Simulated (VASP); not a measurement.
Output of a VASP run:

**OSZICAR**
```
...
       N       E                     dE             d eps       ncg     rms          rms(c)
DAV:   1    -0.263976636837E+03    0.35130E-02   -0.33467E-01   840   0.256E+00    0.282E-01
RMM:   2    -0.263994153522E+03   -0.17517E-01   -0.58671E-02   728   0.494E-01    0.239E+00
RMM:   3    -0.263978855336E+03    0.15298E-01   -0.16416E-02   685   0.284E-01    0.211E-01
RMM:   4    -0.263982601343E+03   -0.37460E-02   -0.12506E-03   679   0.120E-01    0.894E-02
RMM:   5    -0.263982726617E+03   -0.12527E-03   -0.33327E-04   678   0.500E-02    0.586E-02
RMM:   6    -0.263982784249E+03   -0.57633E-04   -0.72086E-05   519   0.178E-02    0.884E-02
RMM:   7    -0.263982673710E+03    0.11054E-03   -0.66794E-05   520   0.268E-02    0.363E-02
RMM:   8    -0.263982741283E+03   -0.67573E-04   -0.15677E-05   426   0.146E-02    0.377E-02
RMM:   9    -0.263982677719E+03    0.63564E-04   -0.20300E-05   430   0.123E-02    0.231E-02
RMM:  10    -0.263982701370E+03   -0.23651E-04   -0.20436E-05   437   0.142E-02    0.155E-02
RMM:  11    -0.263982711802E+03   -0.10432E-04   -0.20824E-05   436   0.803E-03    0.831E-03
RMM:  12    -0.263982717366E+03   -0.55637E-05   -0.27658E-06   387   0.489E-03
   8 F= -.26398272E+03 E0= -.26397198E+03  d E =-.207359E-01  mag=     0.0000
       N       E                     dE             d eps       ncg     rms          rms(c)
DAV:   1    -0.263981203752E+03    0.15081E-02   -0.24406E-01   840   0.203E+00    0.211E-01
RMM:   2    -0.263987926240E+03   -0.67225E-02   -0.35160E-02   722   0.394E-01    0.944E-01
RMM:   3    -0.263984719808E+03    0.32064E-02   -0.89351E-03   685   0.175E-01    0.139E-01
RMM:   4    -0.263984945017E+03   -0.22521E-03   -0.52405E-04   694   0.560E-02    0.794E-02
RMM:   5    -0.263984976921E+03   -0.31904E-04   -0.23123E-04   689   0.312E-02    0.658E-02
RMM:   6    -0.263985017543E+03   -0.40622E-04   -0.54986E-05   513   0.153E-02    0.630E-02
RMM:   7    -0.263984928896E+03    0.88647E-04   -0.39238E-05   477   0.198E-02    0.454E-02
RMM:   8    -0.263984975436E+03   -0.46540E-04   -0.77348E-06   403   0.872E-03    0.458E-02
RMM:   9    -0.263984908831E+03    0.66605E-04   -0.28171E-05   439   0.148E-02    0.208E-02
RMM:  10    -0.263984960994E+03   -0.52163E-04   -0.15992E-05   421   0.155E-02    0.102E-02
RMM:  11    -0.263984963477E+03   -0.24838E-05   -0.58299E-06   382   0.514E-03
   9 F= -.26398496E+03 E0= -.26397413E+03  d E =-.224611E-02  mag=    -0.0001
       N       E                     dE             d eps       ncg     rms          rms(c)
DAV:   1    -0.263984955543E+03    0.54505E-05   -0.15005E-03   832   0.159E-01    0.165E-02
RMM:   2    -0.263984992612E+03   -0.37069E-04   -0.20821E-04   653   0.305E-02    0.738E-02
RMM:   3    -0.263984976849E+03    0.15763E-04   -0.51255E-05   418   0.136E-02    0.133E-02
RMM:   4    -0.263984980206E+03   -0.33568E-05   -0.39578E-06   332   0.536E-03
  10 F= -.26398498E+03 E0= -.26397414E+03  d E =-.226284E-02  mag=    -0.0002
       N       E                     dE             d eps       ncg     rms          rms(c)
DAV:   1    -0.263984593454E+03    0.38340E-03   -0.51232E-02   848   0.992E-01    0.102E-01
RMM:   2    -0.263986436040E+03   -0.18426E-02   -0.81748E-03   722   0.185E-01    0.553E-01
RMM:   3    -0.263985353976E+03    0.10821E-02   -0.22187E-03   674   0.868E-02    0.645E-02
RMM:   4    -0.263985468021E+03   -0.11404E-03   -0.12491E-04   590   0.281E-02    0.491E-02
RMM:   5    -0.263985477793E+03   -0.97720E-05   -0.22119E-05   432   0.983E-03
  11 F= -.26398548E+03 E0= -.26397472E+03  d E =-.497587E-03  mag=    -0.0006
```

**OUTCAR**
```
------------------------ aborting loop because EDIFF is reached ----------------------------------------
  FORCE on cell =-STRESS in cart. coord.  units (eV):
  Direction    XX          YY          ZZ          XY          YZ          ZX
  --------------------------------------------------------------------------------------
  Total       -2.3562642     -2.3767699     -2.3060733      0.0299557      0.0300108     -0.0048386
  in kB       -2.4678977     -2.4893749     -2.4153289      0.0313750      0.0314326     -0.0050678
  external PRESSURE =      -2.4575339 kB  Pullay stress =       0.0000000 kB
  volume of cell :     1529.70
      direct lattice vectors                 reciprocal lattice vectors
    11.522210422  0.000000000  0.000000000     0.086788903  0.000000000  0.000000000
     0.000000000 11.522210422  0.000000000     0.000000000  0.086788903  0.000000000
     0.000000000  0.000000000 11.522210422     0.000000000  0.000000000  0.086788903
  FREE ENERGIE OF THE ION-ELECTRON SYSTEM (eV)
  ---------------------------------------------------
  free  energy   TOTEN  =      -263.9854777928 eV

  energy  without entropy=     -263.9639633862  energy(sigma->0) =     -263.97472059

 total charge

# of ion       s       p       d       tot
------------------------------------------
    1        1.072   1.115   0.123   2.310
    2        1.063   1.136   0.125   2.324
    3        1.063   1.135   0.125   2.323
    4        1.063   1.140   0.125   2.328
    5        1.063   1.135   0.125   2.323
    6        1.061   1.138   0.126   2.326
    7        1.063   1.136   0.125   2.323
    8        1.063   1.135   0.124   2.322
    9        1.073   1.110   0.118   2.301
   10        1.073   1.112   0.118   2.303
   11        1.061   1.139   0.126   2.327
   12        1.073   1.112   0.118   2.303
   13        1.063   1.136   0.125   2.323
   14        1.072   1.115   0.123   2.310
   15        1.063   1.136   0.125   2.323
   16        1.063   1.135   0.125   2.323
   17        1.073   1.112   0.118   2.303
   18        1.073   1.112   0.118   2.303
   19        1.072   1.115   0.123   2.310
   20        1.073   1.110   0.118   2.301
   21        1.073   1.109   0.118   2.300
   22        1.063   1.136   0.125   2.323
   23        1.073   1.111   0.118   2.303
   24        1.073   1.113   0.118   2.304
   25        1.063   1.135   0.125   2.323
   26        1.061   1.138   0.126   2.326
   27        1.073   1.111   0.118   2.303
   28        1.063   1.136   0.125   2.323
   29        1.072   1.114   0.118   2.305
   30        1.073   1.112   0.118   2.303
   31        1.063   1.136   0.125   2.323
   32        1.204   1.576   0.024   2.805
   33        1.204   1.576   0.024   2.804
   34        1.204   1.576   0.024   2.804
   35        1.201   1.589   0.024   2.814
   36        1.200   1.590   0.024   2.814
   37        1.200   1.590   0.024   2.814
   38        1.201   1.589   0.024   2.814
   39        1.200   1.590   0.024   2.814
   40        1.211   1.555   0.037   2.803
   41        1.200   1.590   0.024   2.814
   42        1.200   1.590   0.024   2.814
   43        1.200   1.590   0.024   2.814
   44        1.201   1.589   0.024   2.814
   45        1.204   1.576   0.024   2.804
   46        1.204   1.576   0.024   2.804
   47        1.200   1.590   0.024   2.814
   48        1.211   1.555   0.037   2.803
...
```
(Selected blocks of OUTCAR.)

File POSCAR:
```
Ga31MnAs32
1
   11.5222104216     0.0000000000     0.0000000000
    0.0000000000    11.5222104216    -0.0000000000
   -0.0000000000    -0.0000000000    11.5222104216
Ga As Mn
31 32 1
Direct
  0.5000000000   0.0000000000   0.0000000000
  0.7500000000   0.2500000000   0.0000000000
  0.7500000000   0.0000000000   0.2500000000
  0.0000000000   0.0000000000   0.0000000000
  0.2500000000   0.2500000000   0.0000000000
  0.5000000000   0.5000000000   0.0000000000
  0.7500000000   0.7500000000   0.0000000000
  0.2500000000   0.0000000000   0.2500000000
  0.5000000000   0.2500000000   0.2500000000
  0.7500000000   0.5000000000   0.2500000000
  0.5000000000   0.0000000000   0.5000000000
  0.7500000000   0.2500000000   0.5000000000
  0.7500000000   0.0000000000   0.7500000000
  0.0000000000   0.5000000000   0.0000000000
  0.2500000000   0.7500000000   0.0000000000
  0.0000000000   0.2500000000   0.2500000000
  0.2500000000   0.5000000000   0.2500000000
  0.5000000000   0.7500000000   0.2500000000
  0.0000000000   0.0000000000   0.5000000000
  0.2500000000   0.2500000000   0.5000000000
  0.7500000000   0.7500000000   0.5000000000
  0.2500000000   0.0000000000   0.7500000000
  0.5000000000   0.2500000000   0.7500000000
  0.7500000000   0.5000000000   0.7500000000
  0.0000000000   0.7500000000   0.2500000000
  0.0000000000   0.5000000000   0.5000000000
  0.2500000000   0.7500000000   0.5000000000
  0.0000000000   0.2500000000   0.7500000000
  0.2500000000   0.5000000000   0.7500000000
  0.5000000000   0.7500000000   0.7500000000
  0.0000000000   0.7500000000   0.7500000000
  0.6250000000   0.1250000000   0.1250000000
  0.8750000000   0.3750000000   0.1250000000
  0.8750000000   0.1250000000   0.3750000000
  0.1250000000   0.1250000000   0.1250000000
  0.3750000000   0.3750000000   0.1250000000
  0.6250000000   0.6250000000   0.1250000000
  0.8750000000   0.8750000000   0.1250000000
  0.3750000000   0.1250000000   0.3750000000
  0.6254130000   0.3791350000   0.3785160000
  0.8750000000   0.6250000000   0.3750000000
  0.6250000000   0.1250000000   0.6250000000
  0.8750000000   0.3750000000   0.6250000000
  0.8750000000   0.1250000000   0.8750000000
  0.1250000000   0.6250000000   0.1250000000
  0.3750000000   0.8750000000   0.1250000000
  0.1250000000   0.3750000000   0.3750000000
  0.3759360000   0.6266890000   0.3753570000
  0.6250000000   0.8750000000   0.3750000000
  0.1250000000   0.1250000000   0.6250000000
  0.3760740000   0.3791450000   0.6264650000
  0.6228940000   0.6213760000   0.6265390000
  0.8750000000   0.8750000000   0.6250000000
  0.3750000000   0.1250000000   0.8750000000
  0.6250000000   0.3750000000   0.8750000000
  0.8750000000   0.6250000000   0.8750000000
  0.1250000000   0.8750000000   0.3750000000
  0.1250000000   0.6250000000   0.6250000000
  0.3750000000   0.8750000000   0.6250000000
  0.1250000000   0.3750000000   0.8750000000
  0.3750000000   0.6250000000   0.8750000000
  0.6250000000   0.8750000000   0.8750000000
  0.1250000000   0.8750000000   0.8750000000
  0.4995300000   0.4975620000   0.5034130000
```

Task: Reconstruct the remaining input files.

Result: This is not unique; one that fits is the input of the run itself, PBE GGA, plane waves, VASP's PBE PAW potentials (set 64).

### INCAR
```
SYSTEM = Ga31MnAs32
PREC = Normal
ENCUT = 400
EDIFF = 1E-5
NELM = 100
ALGO = Fast
LREAL = Auto
LASPH = .TRUE.
ISMEAR = 0
SIGMA = 0.05
GGA = PE
LMAXMIX = 4
ISPIN = 2
MAGMOM = 0.0 0.0 0.0 0.0 0.0 0.0 0.0 0.0 0.0 0.0 0.0 0.0 0.0 0.0 0.0 0.0 0.0 0.0 0.0 0.0 0.0 0.0 0.0 0.0 0.0 0.0 0.0 0.0 0.0 0.0 0.0 0.0 0.0 0.0 0.0 0.0 0.0 0.0 0.0 0.0 0.0 0.0 0.0 0.0 0.0 0.0 0.0 0.0 0.0 0.0 0.0 0.0 0.0 0.0 0.0 0.0 0.0 0.0 0.0 0.0 0.0 0.0 0.0 3.0
LORBIT = 10
LWAVE = .TRUE.
LCHARG = .FALSE.
NELMIN = 4
ISYM = 0
IBRION = 2
ISIF = 2
NSW = 60
EDIFFG = -0.03
```

### KPOINTS
```
K-points
0
gamma
 1 1 1
0 0 0
```

POTCAR, in this order: Ga As Mn_pv (PBE.64 set). Program: vasp_gam.

The supercell is sampled at Γ alone, which is coarse: total energies, pressure and levels can be off, energies of defects by several tenths of an eV. The moments were started parallel, and other spin orders were not tried in this run.

The cell is a supercell with a defect, built from GaAs (zinc blende): Mn_Ga.
